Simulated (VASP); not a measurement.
Input:

```
CELL_PARAMETERS angstrom
      0.00000     2.76941     2.76941
      2.76941     0.00000     2.76941
      2.76941     2.76941     0.00000
ATOMIC_POSITIONS crystal
  Ga 0.00000 0.00000 0.00000
  As 0.25000 0.25000 0.25000
```

Computed with MS2 meta-GGA, VASP's PBE PAW potentials (set 64) (plane waves; VASP). Run with 520 eV cut-off, 8×8×8 Γ-centred mesh, Gaussian smearing of 0.050 eV, potentials Ga_d As.

Problem. Give the stress tensor in GPa (positive for a compressed cell).

Solution. 
```
4.98  0.00  0.00
0.00  4.98  0.00
0.00  0.00  4.98
```
The pressure is its mean diagonal, 4.98 GPa.

The compound is GaAs in the zinc blende structure. This cell is one point of a volume scan, at 0.94 of the reference volume.
